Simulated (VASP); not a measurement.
In2GeO4:

```
In Ge O
1.0
     3.79541    0.00000    0.00000
     0.00000    3.79541    0.00000
     0.00000    0.00000    8.56254
In Ge O
2 1 4
Direct
  0.50000 0.50000 0.58471
  0.00000 0.00000 0.29491
  0.00000 0.00000 0.02444
  0.50000 0.00000 0.53144
  0.00000 0.50000 0.53144
  0.50000 0.00000 0.94941
  0.00000 0.50000 0.94941
```

The cell was built by a generator and needn't be a form met in nature.

| Property | Result |
| --- | --- |
| Program | VASP 6.6.1 |
| Task | relaxation of cell and atoms |
| Functional | PBE |
| Potentials or basis | VASP PAW PBE potentials, release 64 (In_d, Ge_d, O) |
| Cutoff | 520 eV |
| k mesh | 4 × 4 × 2 |
| Occupations | gaussian, width 0.15 eV |
| Spin | no spin polarisation |

At the start: pressure 4.0 GPa; volume 17.62 Å³/atom.

Task: How do energy, volume and symmetry change on relaxing?

Result: Over 22 steps the energy falls by 844.1 meV/atom and the volume is 14.43 Å³/atom (-18.1 %); space group P4mm (No. 99, to 0.05 Å).

The path:
```csv
step,energy change (eV),largest force (eV/Å),pressure (GPa),volume (Å³)
1,0.0000,7.0157,4.02,123.34
2,-2.7958,1.5322,-7.60,131.34
3,-2.8007,1.3363,-6.96,131.76
4,-3.4341,1.9144,0.10,117.74
5,-3.4451,2.0713,0.48,116.53
6,-4.0858,2.2758,1.15,110.37
7,-4.1880,4.9059,16.40,92.26
8,-4.5416,2.7076,4.50,103.14
9,-4.6714,2.7723,8.80,97.67
10,-4.9843,2.8151,4.30,98.29
11,-5.0055,3.3880,3.28,98.47
12,-5.4317,1.3382,0.47,100.43
13,-5.6179,1.2228,-1.93,102.88
14,-5.6204,1.2228,-2.58,103.15
15,-5.7639,0.8841,-1.05,101.84
16,-5.8693,0.6639,1.90,99.62
17,-5.9000,0.2474,-0.04,100.97
18,-5.8996,0.1797,-1.41,102.15
19,-5.9030,0.1620,-0.97,101.55
20,-5.9075,0.2050,0.33,100.93
21,-5.9078,0.1136,-0.05,101.05
22,-5.9085,0.0503,-0.03,100.99
```

Final structure:
```xyz
7
Lattice="3.7774 0.0000 0.0000 0.0000 3.7774 0.0000 0.0000 0.0000 7.0778" Properties=species:S:1:pos:R:3 pbc="T T T"
In    1.8887    1.8887    4.8466
In    0.0000    0.0000    2.6387
Ge    0.0000    0.0000    7.0491
O     1.8887    0.0000    3.6162
O     0.0000    1.8887    3.6162
O     1.8887    0.0000    6.3359
O     0.0000    1.8887    6.3359
```

Caveat: the volume moved by over 15 % at a fixed basis, so the end points are rough.
